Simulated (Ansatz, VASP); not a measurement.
# One calculation of TaTl, two programs

```xyz
2
Lattice="3.6221 0.0000 0.0000 0.0000 3.6221 0.0000 0.0000 0.0000 3.6221" Properties=species:S:1:pos:R:3 pbc="T T T"
Ta    0.0000    0.0000    0.0000
Tl    1.8111    1.8111    1.8111
```

The cell was built by a generator and needn't be a form met in nature.

Alike in both runs: task band structure; functional PBE; k mesh 7 × 7 × 7; occupations fermi-dirac, width 0.05 eV; no spin polarisation.

```csv
,VASP,Ansatz
version,VASP 6.6.1,Ansatz 0.2.0
potentials or method,"VASP PAW PBE potentials, release 54 (Ta_pv, Tl_d)",Ansatz PAW
plane-wave cutoff (eV),600,420
valence electrons in the cell,24,26
```

```csv
,VASP,Ansatz,Ansatz less VASP
gap on the k mesh at the Fermi level (eV),none,none,-
pressure (GPa),-13.5,-13.5,-0.03
```

A gap of «none» marks a metal or a gap that the smearing closes. The two sets of potentials don't hold the same shells in valence.

Caveats: spin-orbit coupling is left out, which moves the levels of the heavy elements.
